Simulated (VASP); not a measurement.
Here is the system:

```
CELL_PARAMETERS angstrom
      0.00000     2.26795     2.26795
      2.26795     0.00000     2.26795
      2.26795     2.26795     0.00000
ATOMIC_POSITIONS crystal
  Pb 0.00000 0.00000 0.00000
```

The numbers are results of LDA (Ceperley-Alder, Perdew-Zunger), VASP's LDA PAW potentials (set 64) (plane waves; VASP), not measurements. Numerical set-up: 500 eV cut-off, 14×14×14 Γ-centred mesh, first-order Methfessel-Paxton smearing of 0.10 eV, potentials Pb_d.

Energy and stress use the plane-wave basis of the starting cell.

The ions, cell shape and volume at an external pressure of 30.0 GPa are relaxed. Give the cell that the relaxation ends in.

```
CELL_PARAMETERS angstrom
      0.00000     2.22092     2.22092
      2.22092     0.00000     2.22092
      2.22092     2.22092     0.00000
ATOMIC_POSITIONS crystal
  Pb 0.00000 0.00000 0.00000
```
Space group Fm-3m (225), at a tolerance of 0.03 Å.

How do energy and volume change from the first to the last step?

The energy (σ→0) changes by +218.7 meV/atom and the volume by -6.1 %, in 4 ionic steps.

The compound is Pb in the fcc structure. This run relaxes it under an external pressure of 30 GPa. Symmetry was kept, so distortions that lower it aren't found.
